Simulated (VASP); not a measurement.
An input for Quantum ESPRESSO's pw.x (written as the equivalent of a VASP run, and not itself run):

```
&CONTROL
  calculation = 'scf'
  pseudo_dir = './pseudo'
  outdir = './out'
  tprnfor = .true.
  tstress = .true.
/
&SYSTEM
  ibrav = 0
  nat = 5
  ntyp = 2
  ecutwfc = 100
  occupations = 'smearing'
  smearing = 'fermi-dirac'
  degauss = 0.003675
  input_dft = 'pbe'
/
&ELECTRONS
  conv_thr = 7.3e-08
  electron_maxstep = 100
/
ATOMIC_SPECIES
  Lu 174.967 Lu.upf
  Te 127.600 Te.upf
CELL_PARAMETERS angstrom
     4.7245760    0.0000000    0.0000000
    -2.3622880    4.0916030    0.0000000
     0.0000000    0.0000000    7.3616040
ATOMIC_POSITIONS crystal
  Lu   0.3333330  0.6666670  0.2467000
  Lu   0.6666670  0.3333330  0.7533000
  Te   0.0000000  0.0000000  0.0000000
  Te   0.3333330  0.6666670  0.6470000
  Te   0.6666670  0.3333330  0.3530000
K_POINTS automatic
  3 3 2 0 0 0
```

**Question.** Translate this input to VASP (INCAR, KPOINTS, POSCAR, choice of POTCAR).

**Answer.** This is not unique; one that fits is 
POSCAR:
```
Lu2Te3
1
    4.7245760000     0.0000000000     0.0000000000
   -2.3622880000     4.0916030000     0.0000000000
    0.0000000000     0.0000000000     7.3616040000
Lu Te
2 3
Direct
  0.3333330000   0.6666670000   0.2467000000
  0.6666670000   0.3333330000   0.7533000000
  0.0000000000   0.0000000000   0.0000000000
  0.3333330000   0.6666670000   0.6470000000
  0.6666670000   0.3333330000   0.3530000000
```

**KPOINTS**
```
Regular mesh
0
Gamma
 3 3 2
0 0 0
```

**INCAR**
```
ALGO=Normal
EDIFF=1E-6
ENCUT=300
GGA=PE
ISIF=2
ISMEAR=-1
LASPH=.TRUE.
LCHARG=.FALSE.
LMAXMIX=6
LREAL=.FALSE.
LWAVE=.FALSE.
NELM=100
PREC=Accurate
SIGMA=0.05
SYSTEM=Lu2Te3
```

POTCAR, in this order: Lu_3 Te (PBE.64 set). Program: vasp_std.

What does not carry over: the potentials are each code's own (VASP's PAW set, PseudoDojo norm-conserving files in pw.x), so ENCUT and ecutwfc are chosen apart and not converted; conv_thr bounds pw.x's estimated SCF error, while EDIFF bounds the energy change between steps.

The structure was generated: Lu2Te3 was put into an ordered model structure, which need not be its known phase. The cell was not relaxed at this level, and its volume differs by -5.9 % from the start's. The k-mesh is coarse (spacing up to 0.51 per Å, 2π included), so the numbers may not be converged in it.
